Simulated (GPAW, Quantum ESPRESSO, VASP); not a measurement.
# CaI2 (P-3m1, 3 atoms in the cell) computed with different codes at matched settings

Self-consistent single point.

```
CELL_PARAMETERS angstrom
      4.52897     0.00000     0.00000
     -2.26449     3.92220     0.00000
      0.00000     0.00000     7.20983
ATOMIC_POSITIONS crystal
  Ca 0.00000 0.00000 0.00000
  I  0.33333 0.66667 0.24430
  I  0.66667 0.33333 0.75570
```

Shared settings, as Quantum ESPRESSO writes them: occupations = fixed; K_POINTS = automatic 5 5 3 0 0 0. Potentials and cutoffs stand in the table.

```tsv
code	model	pressure (GPa)	largest force (eV/Å)	gap on the mesh (eV)	cutoff
GPAW	LDA (Perdew-Wang 92), GPAW PAW datasets LDA (gpaw-data 1.0.1)	-1.97	0.235	3.546	600 eV
Quantum ESPRESSO	LDA (PZ), GBRV 1.5 ultrasoft (LDA) pseudopotentials	-2.08	0.252	3.534	40 Ry
VASP	LDA (PZ), VASP's LDA PAW potentials (set 64)	-2.04	0.236	3.525	300 eV
```

Gaps are read on the mesh.

On GPAW's run: spin-orbit coupling is off.

The spread over the programs that give each value: pressure within 0.11 GPa; largest force within 0.017 eV/Å; gap on the mesh within 0.021 eV.

VASP's run is marked for a possible Pulay error in its stress at this cutoff; no cutoff test was made.

VASP ran the fixed occupations as a Gaussian smearing of 0.01 eV.

The starting cell comes from a database of computed structures (which also holds hypothetical and non-ambient phases and stackings), without a prior relaxation at this level.

Left out of this page: Ansatz, ABINIT, CP2K, Elk, FLEUR and SIESTA (not drawn, or without a comparable value).
